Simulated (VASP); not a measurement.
VASP ran on this input.

### KPOINTS
```
Automatic mesh
0
Gamma
5 5 5
0 0 0
```

### INCAR
```
SYSTEM = NaI
PREC = Accurate
ENCUT = 400
EDIFF = 1E-6
NELM = 100
ALGO = Normal
LREAL = .FALSE.
LASPH = .TRUE.
ISMEAR = 0
SIGMA = 0.05
GGA = PE
LMAXMIX = 4
LWAVE = .FALSE.
LCHARG = .FALSE.
ISIF = 2
ISPIN = 2
MAGMOM = 1.0 1.0 1.0 1.0
```

### POSCAR
```
NaI
1
    0.0000000000     3.2997000000     3.2997000000
    3.2997000000     0.0000000000     3.2997000000
    3.2997000000     3.2997000000     0.0000000000
Na I
1 1
Direct
  0.0000000000   0.0000000000   0.0000000000
  0.5000000000   0.5000000000   0.5000000000
```

POTCAR, in this order: Na_pv I (PBE.64 set). Program: vasp_std.

**Question.** One choice in this input is risky. Which, and does it do harm here?

**Answer.** The risk: MAGMOM holds more values than there are atoms. Here it does no harm: the run (PBE GGA, plane waves, VASP's PBE PAW potentials (set 64)) converges to the same energy and pressure as with the safe setting.
**OSZICAR**
```
       N       E                     dE             d eps       ncg     rms          rms(c)
DAV:   1     0.732067143269E+02    0.73207E+02   -0.57691E+03   488   0.845E+02
DAV:   2     0.100273769439E+01   -0.72204E+02   -0.67149E+02   488   0.206E+02
DAV:   3    -0.478128916369E+01   -0.57840E+01   -0.57546E+01   600   0.615E+01
DAV:   4    -0.493350885071E+01   -0.15222E+00   -0.15218E+00   576   0.109E+01
DAV:   5    -0.493721536222E+01   -0.37065E-02   -0.37063E-02   612   0.166E+00    0.788E+00
DAV:   6    -0.530630293297E+01   -0.36909E+00   -0.38975E-01   556   0.829E+00    0.326E+00
DAV:   7    -0.538120090682E+01   -0.74898E-01   -0.10609E-01   512   0.399E+00    0.106E+00
DAV:   8    -0.538030858734E+01    0.89232E-03   -0.19873E-02   540   0.965E-01    0.688E-01
DAV:   9    -0.538265490445E+01   -0.23463E-02   -0.43999E-03   556   0.508E-01    0.268E-01
DAV:  10    -0.538318641918E+01   -0.53151E-03   -0.11012E-03   496   0.341E-01    0.641E-02
DAV:  11    -0.538336631924E+01   -0.17990E-03   -0.25853E-04   524   0.158E-01    0.403E-02
DAV:  12    -0.538338139193E+01   -0.15073E-04   -0.34520E-05   520   0.557E-02    0.235E-02
DAV:  13    -0.538339465647E+01   -0.13265E-04   -0.15398E-05   524   0.379E-02    0.876E-03
DAV:  14    -0.538339686810E+01   -0.22116E-05   -0.45174E-06   500   0.210E-02    0.178E-03
DAV:  15    -0.538339691664E+01   -0.48540E-07   -0.12962E-07   364   0.411E-03
   1 F= -.53833969E+01 E0= -.53833969E+01  d E =-.985951E-21  mag=     0.0000
```

The compound is NaI in the rock salt structure. The cell was not relaxed at this level.
